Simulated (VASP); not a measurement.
Consider the following.

```xyz
2
Lattice="0.0000 2.1234 2.1234 2.1234 0.0000 2.1234 2.1234 2.1234 0.0000" Properties=species:S:1:pos:R:3 pbc="T T T"
Mg     0.0000     0.0000     0.0000
O      2.1234     2.1234     2.1234
```

The numbers are results of PBE GGA, VASP's PBE PAW potentials (set 64) (plane waves; VASP), not measurements. Settings: 650 eV cut-off, 10×10×10 Γ-centred mesh, Gaussian smearing of 0.050 eV, potentials Mg O.

Task: Give the elastic stiffness tensor with the ions relaxed (GPa, in the frame of the cell).

Result: 
|  | xx | yy | zz | yz | xz | xy |
|---|---|---|---|---|---|---|
| xx | 275 | 90.8 | 90.8 | 0.0 | 0.0 | 0.0 |
| yy | 90.8 | 275 | 90.8 | 0.0 | 0.0 | 0.0 |
| zz | 90.8 | 90.8 | 275 | 0.0 | 0.0 | 0.0 |
| yz | 0.0 | 0.0 | 0.0 | 144 | 0.0 | 0.0 |
| xz | 0.0 | 0.0 | 0.0 | 0.0 | 144 | 0.0 |
| xy | 0.0 | 0.0 | 0.0 | 0.0 | 0.0 | 144 |

Task: What does the run give for the Hill bulk modulus, Hill shear modulus, Young's modulus, Poisson's ratio?

Result: 
```
Quantity             Result
------------------  -------
Hill bulk modulus   152 GPa
Hill shear modulus  120 GPa
Young's modulus     285 GPa
Poisson's ratio       0.187
```

Measured: C11 306 GPa (computed value off by -10.1 %), C12 95.0 GPa (computed value off by -4.4 %), C44 157 GPa (computed value off by -8.6 %), as given by M. Råsander et al., The Journal of Chemical Physics (2015), arXiv:1505.02379. The calculation is for a static lattice, while the measured C11, C12, C44 hold thermal and zero-point effects, which are part of the difference.

The compound is MgO in the rock salt structure. It was relaxed first.
